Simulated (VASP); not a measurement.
ZnS (wurtzite), at 0.96 of the tabulated volume:

```yaml
crystal:
  lattice:
    - [1.88419, -3.26351, 0.00000]
    - [1.88419, 3.26351, 0.00000]
    - [0.00000, 0.00000, 6.17539]
  atoms:
    - { symbol: Zn, position: [0.66667, 0.33333, 0.50000] }
    - { symbol: Zn, position: [0.33333, 0.66667, 0.00000] }
    - { symbol: S, position: [0.66667, 0.33333, 0.87500] }
    - { symbol: S, position: [0.33333, 0.66667, 0.37500] }
```

The lowest empty band near Γ, direction c, from mBJ (TB09) with spin-orbit coupling in VASP (PAW); its two spin partners are averaged. The gap over the points computed is 3.93 eV, and the next band on that side lies 0.62 eV away at the edge.

Numerical set-up: 400 eV cut-off, 8×8×4 Γ-centred mesh, Gaussian smearing of 0.050 eV, potentials Zn S.

```tsv
distance from the edge in k (1/Å)	distance in energy (meV)
0.018	5.0
0.025	9.7
0.035	19.0
0.050	38.5
0.070	74.5
```

**Question.** Fit E(1 + αE) = ħ²k²/2m* (ħ²/2m0 = 3.810 eV Å²) and predict the row at 0.095 1/Å.

**Answer.** Least squares on the energies gives the electron mass m* = 0.244 m0 and α = 0.35 per eV, and so 134.5 meV. The run gave 134.3 meV, -0.2 meV from the fit.

Left out are points under 3 meV from the edge, since the levels carry 0.1 meV, and points farther than half the way to the next band.

The compound is ZnS in the wurtzite structure, the high-temperature form. The cell was not relaxed at this level.
